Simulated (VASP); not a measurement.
Output of a VASP run:

File OSZICAR:
```
       N       E                     dE             d eps       ncg     rms          rms(c)
DAV:   1     0.585954233860E+03    0.58595E+03   -0.15102E+04  1040   0.224E+03
DAV:   2     0.130415081828E+03   -0.45554E+03   -0.44932E+03  1584   0.430E+02
DAV:   3     0.798533757084E+01   -0.12243E+03   -0.12141E+03  1864   0.274E+02
DAV:   4    -0.623631682904E+01   -0.14222E+02   -0.13990E+02  1916   0.935E+01
DAV:   5    -0.815362289362E+01   -0.19173E+01   -0.18654E+01  2016   0.325E+01    0.580E+00
DAV:   6    -0.866957398994E+01   -0.51595E+00   -0.25371E+00  1984   0.122E+01    0.347E+00
DAV:   7    -0.867064684281E+01   -0.10729E-02   -0.52247E-01  1904   0.630E+00    0.259E-01
DAV:   8    -0.868029885492E+01   -0.96520E-02   -0.99822E-02  2008   0.235E+00    0.228E-01
DAV:   9    -0.867981276400E+01    0.48609E-03   -0.19691E-02  1944   0.104E+00    0.124E-01
DAV:  10    -0.868059746525E+01   -0.78470E-03   -0.48597E-03  1952   0.462E-01    0.632E-02
DAV:  11    -0.868072539204E+01   -0.12793E-03   -0.83872E-04  1848   0.185E-01    0.356E-02
DAV:  12    -0.868075918922E+01   -0.33797E-04   -0.19673E-04  1896   0.876E-02    0.212E-02
DAV:  13    -0.868076732521E+01   -0.81360E-05   -0.90472E-05  1592   0.711E-02    0.443E-03
DAV:  14    -0.868077209312E+01   -0.47679E-05   -0.21816E-05  1600   0.239E-02    0.296E-03
DAV:  15    -0.868077372537E+01   -0.16322E-05   -0.40084E-06  1120   0.166E-02    0.218E-03
DAV:  16    -0.868077291141E+01    0.81396E-06   -0.11345E-06  1000   0.129E-02
   1 F= -.86807729E+01 E0= -.86811865E+01  d E =-.868077E+01
```

**OUTCAR**
```
------------------------ aborting loop because EDIFF is reached ----------------------------------------
  FORCE on cell =-STRESS in cart. coord.  units (eV):
  Direction    XX          YY          ZZ          XY          YZ          ZX
  --------------------------------------------------------------------------------------
  Total       -0.0762162     -0.0762163      0.0372037      0.0000000      0.0000000      0.0000000
  in kB       -0.7451989     -0.7451990      0.3637565      0.0000000      0.0000000      0.0000000
  external PRESSURE =      -0.3755472 kB  Pullay stress =       0.0000000 kB
  volume of cell :      163.86
      direct lattice vectors                 reciprocal lattice vectors
     1.942766791 -3.364971035  0.000000000     0.257364910 -0.148589689  0.000000000
     1.942766791  3.364971035  0.000000000     0.257364910  0.148589689  0.000000000
     0.000000000  0.000000000 12.532968234     0.000000000  0.000000000  0.079789558
 POSITION                                       TOTAL-FORCE (eV/Angst)
 -----------------------------------------------------------------------------------
      0.00000      0.00000      6.26648        -0.000000      0.000000     -0.000000
      0.00000      0.00000      0.00000        -0.000000      0.000000     -0.000000
      1.94277      1.12166      3.13324         0.000000      0.000000      0.000000
      1.94277     -1.12166      9.39973        -0.000000     -0.000000      0.000000
 -----------------------------------------------------------------------------------
    total drift:                                0.000000     -0.000000      0.000000
  FREE ENERGIE OF THE ION-ELECTRON SYSTEM (eV)
  ---------------------------------------------------
  free  energy   TOTEN  =        -8.6807729114 eV

  energy  without entropy=       -8.6820136754  energy(sigma->0) =       -8.68118650

 reached required accuracy - stopping structural energy minimisation
```
(Selected blocks of OUTCAR.)

**POSCAR**
```
La
1
    1.9427667911    -3.3649710351     0.0000000000
    1.9427667911     3.3649710351    -0.0000000000
   -0.0000000000     0.0000000000    12.5329682341
La
4
Direct
  0.0000000000   0.0000000000   0.5000000000
  0.0000000000   0.0000000000   0.0000000000
  0.3333330000   0.6666670000   0.2500000000
  0.6666670000   0.3333330000   0.7500000000
```

**Question.** Write an INCAR and KPOINTS that could have produced this output.

**Answer.** Several could match; the one computed here: the input of the run itself, vdW-DF2, plane waves, VASP's PBE PAW potentials (set 64).

File KPOINTS:
```
K-points
0
Gamma
 8 8 3
0 0 0
```

INCAR:
```
AGGAC = 0.0
ALGO = Normal
EDIFF = 1E-6
EDIFFG = -0.02
ENCUT = 520
GGA = ML
IBRION = 2
ISIF = 3
ISMEAR = 1
LASPH = .TRUE.
LCHARG = .FALSE.
LMAXMIX = 6
LREAL = .FALSE.
LUSE_VDW = .TRUE.
LWAVE = .FALSE.
NELM = 100
NSW = 60
PREC = Accurate
SIGMA = 0.1
SYSTEM = La
ZAB_VDW = -1.8867
```

POTCAR, in this order: La (PBE.64 set). Program: vasp_std.

The compound is La in the dhcp structure. It was relaxed first, which changed the volume by +9 %. The start is the result of an earlier pass.
